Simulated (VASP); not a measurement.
# Sr2CdPt2 (lda) (Immm) in VASP: single point with LDA

Aim: the single point of Sr2CdPt2 (lda) with LDA.

All numbers are computed with VASP 6.6.1; they aren't measurements. Logs are shortened: lines on timing, memory, paths and dates and some standing lists are left out, and cuts for length are marked.

**1. Starting point**

The structure is orthorhombic, space group Immm (No. 71). Conventional cell: a = 4.560 Å, b = 5.935 Å, c = 9.187 Å, α = 90.00°, β = 90.00°, γ = 90.00°. Sr (site symmetry mm2) is surrounded by 6 Pt at 3.19 to 3.23 Å and 4 Cd at 3.49 to 3.58 Å. Around Cd (site symmetry mmm) lie 4 Pt at 2.79 Å. Pt (site symmetry m2m) is surrounded by 1 Pt at 2.73 Å and 2 Cd at 2.79 Å.

**2. Single point, LDA**

INCAR reads:

```
SYSTEM = Sr2CdPt2
  PREC = Accurate
  ENCUT = 520
  EDIFF = 1E-6
  ISMEAR = 0
  SIGMA = 0.1
  LREAL = .False.
  LASPH = .True.
  NELM = 100
  ALGO = Fast
  ISIF = 2
  LWAVE = .False.
  LCHARG = .False.
  GGA = CA
  NBANDS = 34
```

KPOINTS reads:

```
regular mesh
0
Gamma
  6 6 6
  0 0 0
```

POSCAR reads:

```
Sr2CdPt2
1.0
   -2.2798000000      2.9675500000      4.5937000000
    2.2798000000     -2.9675500000      4.5937000000
    2.2798000000      2.9675500000     -4.5937000000
Sr Cd Pt
2 1 2
Direct
    0.6999500000      0.1999500000      0.5000000000
    0.3000500000      0.8000500000      0.5000000000
    0.0000000000      0.0000000000      0.0000000000
    0.7303400000      0.5000000000      0.2303400000
    0.2696600000      0.5000000000      0.7696600000
```

Potentials or basis: VASP PAW LDA potentials, release 64 (Sr_sv, Cd, Pt).

Command:

```console
> cat potpaw_LDA.64/Sr_sv/POTCAR potpaw_LDA.64/Cd/POTCAR potpaw_LDA.64/Pt/POTCAR > POTCAR
> mpirun -np 1 vasp_std > vasp.out
```

OUTCAR:

```text
SYSTEM = Sr2CdPt2
   PREC = Accurate
   ENCUT = 520
   EDIFF = 1E-6
   ISMEAR = 0
   LREAL = .False.
   LASPH = .True.
   NELM = 100
   ISIF = 2
   GGA = CA

 ion  position               nearest neighbor table
   1  0.700  0.200  0.500-   5 3.19   4 3.19   4 3.23   5 3.23   4 3.23   5 3.23   3 3.49   3 3.49
                             3 3.58   3 3.58   2 3.67   2 3.85   2 3.85   2 3.85   2 3.85
   2  0.300  0.800  0.500-   5 3.19   4 3.19   4 3.23   4 3.23   5 3.23   5 3.23   3 3.49   3 3.49
                             3 3.58   3 3.58   1 3.67   1 3.85   1 3.85   1 3.85   1 3.85
   3  0.000  0.000  0.000-   5 2.79   4 2.79   5 2.79   4 2.79   2 3.49   1 3.49   1 3.49   2 3.49
                             2 3.58   1 3.58   1 3.58   2 3.58
   4  0.730  0.500  0.230-   5 2.73   3 2.79   3 2.79   2 3.19   1 3.19   5 3.20   1 3.23   1 3.23
                             2 3.23   2 3.23
   5  0.270  0.500  0.770-   4 2.73   3 2.79   3 2.79   2 3.19   1 3.19   4 3.20   2 3.23   1 3.23
                             2 3.23   1 3.23

  LATTYP: Found a body centered orthorhombic cell.
 ALAT       =     4.5596000000
 B/A-ratio  =     1.3016711992
 C/A-ratio  =     2.0149574524

  Lattice vectors:

 A1 = (  -2.2798000000,   2.9675500000,   4.5937000000)
 A2 = (   2.2798000000,  -2.9675500000,   4.5937000000)
 A3 = (   2.2798000000,   2.9675500000,  -4.5937000000)

Analysis of symmetry for initial positions (statically):
=====================================================================
 Subroutine PRICEL returns:
 Original cell was already a primitive cell.

 Routine SETGRP: Setting up the symmetry group for a
 body centered orthorhombic supercell.

 Subroutine GETGRP returns: Found  8 space group operations
 (whereof  8 operations were pure point group operations)
 out of a pool of  8 trial point group operations.

The static configuration has the point symmetry D_2h.

Analysis of symmetry for dynamics (positions and initial velocities):
=====================================================================
 Subroutine PRICEL returns:
 Original cell was already a primitive cell.

 Routine SETGRP: Setting up the symmetry group for a
 body centered orthorhombic supercell.

 Subroutine GETGRP returns: Found  8 space group operations
 (whereof  8 operations were pure point group operations)
 out of a pool of  8 trial point group operations.

The dynamic configuration has the point symmetry D_2h.

 Subroutine INISYM returns: Found  8 space group operations
 (whereof  8 operations are pure point group operations),
 and found     1 'primitive' translations

[... 104 lines left out ...]
   IBRION =     -1    ionic relax: 0-MD 1-quasi-New 2-CG
   NFREE  =      0    steps in history (QN), initial steepest desc. (CG)
   ISIF   =      2    stress and relaxation
   ISYM   =      2    0-nonsym 1-usesym 2-fastsym
   POTIM  = 0.5000    time-step for ionic-motion
   TEBEG  =    0.0;   TEEND  =   0.0 temperature during run
   PSTRESS=    0.0 pullay stress
   NELECT =      52.0000    total number of electrons
   NUPDOWN=      -1.0000    fix difference up-down
   EMIN   =  10.00;   EMAX   =-10.00  energy-range for DOS
   EFERMI =   0.00;   METHOD = LEGACY
   ISMEAR =     0;   SIGMA  =   0.10  broadening in eV -4-tet -1-fermi 0-gaus
   EFERMI_NEDOS =   21; number of points for ismear=-14 and -15
   IALGO  =     68    algorithm
   IMIX   =      4    mixing-type and parameters
     AMIX     =   0.40;   BMIX     =  1.00
     AMIX_MAG =   1.60;   BMIX_MAG =  1.00
  volume/ion in A,a.u.               =      24.86       167.78
  Fermi-wavevector in a.u.,A,eV,Ry     =   1.224344  2.313675 20.395383  1.499018
  Thomas-Fermi vector in A             =   2.359422
   LORBIT       =      0    0 simple, 1 ext, 2 COOP (PROOUT), +10 PAW based schemes
   GGA     = CA    functional components
   LHFCALC =     F    Hartree Fock is set to
   AEXX    =    0.0000 exact exchange contribution
   IVDW    =     0    specifies the selected vdW correction
   LEPSILON=     F    determine dielectric tensor
   LRPA    =     F    only Hartree local field effects (RPA)
 non-spin polarized calculation
 RMM-DIIS sequential band-by-band and
 Gauss-broadening in eV      SIGMA  =   0.10
  energy-cutoff  :      520.00
  volume of cell :      124.31
 maximum number of plane-waves:      3372
 NGX is ok and might be reduce to    48
   NGX = 23   NGY = 23   NGZ = 23

 number of electron      52.0000003 magnetization

 Free energy of the ion-electron system (eV)
  ---------------------------------------------------
  ext. energy  EPLUGINS =         0.00000000
  ---------------------------------------------------
  free energy    TOTEN  =       -23.95968969 eV

  energy without entropy =      -23.94797900  energy(sigma->0) =      -23.95383435

 E-fermi :   4.4557     XC(G=0): -10.5611

 val. band max:        4.4540897182   @ k =  -0.1667  -0.1667   0.1667
 cond. band min:       4.4858962736   @ k =   0.5000   0.3333   0.0000
 fundamental gap:      0.0318065554
 Fermi energy:         4.4556543998

 k-point     1 :       0.0000    0.0000    0.0000
  band No.  band energies     occupation
      1     -30.6342      2.00000
      2     -30.5757      2.00000
      3     -13.0142      2.00000
      4     -12.8640      2.00000
      5     -12.8387      2.00000
      6     -12.7027      2.00000
[... 877 lines left out ...]
     33       9.0227      0.00000
     34       9.4781      0.00000

 [... further k-points ...]

------------------------ aborting loop because EDIFF is reached ----------------------------------------

  FORCE on cell =-STRESS in cart. coord.  units (eV):
  Direction    XX          YY          ZZ          XY          YZ          ZX
  --------------------------------------------------------------------------------------
  -------------------------------------------------------------------------------------
  Total       -3.4339190     -3.5161596     -2.7674673     -0.0000000      0.0000000      0.0000000
  in kB      -44.2571265    -45.3170619    -35.6677454     -0.0000000      0.0000000      0.0000000
  external PRESSURE =     -41.7473113 kB  Pullay stress =       0.0000000 kB

 VOLUME and BASIS-vectors are now :
 -----------------------------------------------------------------------------
  energy-cutoff  :      520.00
  volume of cell :      124.31
      direct lattice vectors                 reciprocal lattice vectors
    -2.279800000  2.967550000  4.593700000     0.000000000  0.168489158  0.108844722
     2.279800000 -2.967550000  4.593700000     0.219317484  0.000000000  0.108844722
     2.279800000  2.967550000 -4.593700000     0.219317484  0.168489158  0.000000000

 POSITION                                       TOTAL-FORCE (eV/Angst)
 -----------------------------------------------------------------------------------
      0.00000      2.96755      1.83702         0.000000     -0.000000     -0.029510
      2.27980     -0.00000      2.75668        -0.000000     -0.000000      0.029510
      0.00000      0.00000      0.00000         0.000000     -0.000000      0.000000
      0.00000      1.36709      4.59370         0.000000     -0.093089      0.000000
      2.27980      1.60046      0.00000         0.000000      0.093089      0.000000
 -----------------------------------------------------------------------------------
    total drift:                               -0.000000      0.000000     -0.000000

  FREE ENERGIE OF THE ION-ELECTRON SYSTEM (eV)
  ---------------------------------------------------
  free  energy   TOTEN  =       -23.9596896887 eV

  energy  without entropy=      -23.9479790047  energy(sigma->0) =      -23.95383435
```

OSZICAR:

```text
N       E                     dE             d eps       ncg     rms          rms(c)
DAV:   1     0.348523211210E+03    0.34852E+03   -0.26114E+04  3152   0.145E+03
DAV:   2    -0.331129199246E+01   -0.35183E+03   -0.33676E+03  3492   0.348E+02
DAV:   3    -0.239902073012E+02   -0.20679E+02   -0.20415E+02  4604   0.732E+01
DAV:   4    -0.249651252220E+02   -0.97492E+00   -0.97283E+00  4384   0.120E+01
DAV:   5    -0.249893119411E+02   -0.24187E-01   -0.24183E-01  4144   0.155E+00    0.313E+01
RMM:   6    -0.241430343358E+02    0.84628E+00   -0.24193E+00  3236   0.794E+00    0.158E+01
RMM:   7    -0.239875719815E+02    0.15546E+00   -0.65257E-01  3363   0.317E+00    0.491E+00
RMM:   8    -0.239595330298E+02    0.28039E-01   -0.22191E-01  3770   0.238E+00    0.701E-01
RMM:   9    -0.239593973526E+02    0.13568E-03   -0.32944E-02  4289   0.654E-01    0.375E-01
RMM:  10    -0.239594152762E+02   -0.17924E-04   -0.70376E-03  4721   0.296E-01    0.214E-01
RMM:  11    -0.239596161132E+02   -0.20084E-03   -0.22739E-03  5551   0.139E-01    0.601E-02
RMM:  12    -0.239596601040E+02   -0.43991E-04   -0.55217E-04  5559   0.740E-02    0.267E-02
RMM:  13    -0.239596779930E+02   -0.17889E-04   -0.20934E-04  5464   0.416E-02    0.190E-02
RMM:  14    -0.239596844086E+02   -0.64156E-05   -0.82484E-05  5244   0.287E-02    0.141E-02
RMM:  15    -0.239596873417E+02   -0.29331E-05   -0.36845E-05  4677   0.167E-02    0.320E-03
RMM:  16    -0.239596890320E+02   -0.16903E-05   -0.18243E-05  4161   0.105E-02    0.289E-03
RMM:  17    -0.239596896887E+02   -0.65665E-06   -0.65533E-06  3391   0.706E-03
   1 F= -.23959690E+02 E0= -.23953834E+02  d E =-.117107E-01
```

stdout:

```text
POSCAR found type information on POSCAR SrCdPt
 POSCAR found :  3 types and       5 ions
 scaLAPACK will be used
 LDA part: xc-table for (Slater(with rela. corr.)+CA(PZ))
 , standard interpolation
 POSCAR, INCAR and KPOINTS ok, starting setup
 FFT: planning ... GRIDC
 FFT: planning ... GRID_SOFT
 FFT: planning ... GRID
 WAVECAR not read
 entering main loop
WARNING in EDDRMM: call to ZHEGV failed, returncode =   8  4     11
WARNING in EDDRMM: call to ZHEGV failed, returncode =   8  4     15
WARNING in EDDRMM: call to ZHEGV failed, returncode =   8  4     16
WARNING in EDDRMM: call to ZHEGV failed, returncode =   6  3     11
```

Run time: 8.1 min. Hardware: 1 thread of Intel Xeon Platinum 8259CL at 2.50GHz (Skylake/Cascade Lake), shared host; peak memory 0.39 GiB.

Results:

| Item | Value |
| --- | --- |
| Free energy | -23.9597 eV |
| Pressure | -4.2 GPa |
| Largest force | 0.093 eV/Å |
| Band gap on the k mesh | none (metal or under the smearing width) |

Forces on the atoms (eV/Å):
```
Sr   0.000  0.000 -0.030
Sr   0.000  0.000  0.030
Cd   0.000  0.000  0.000
Pt   0.000 -0.093  0.000
Pt   0.000  0.093  0.000
```
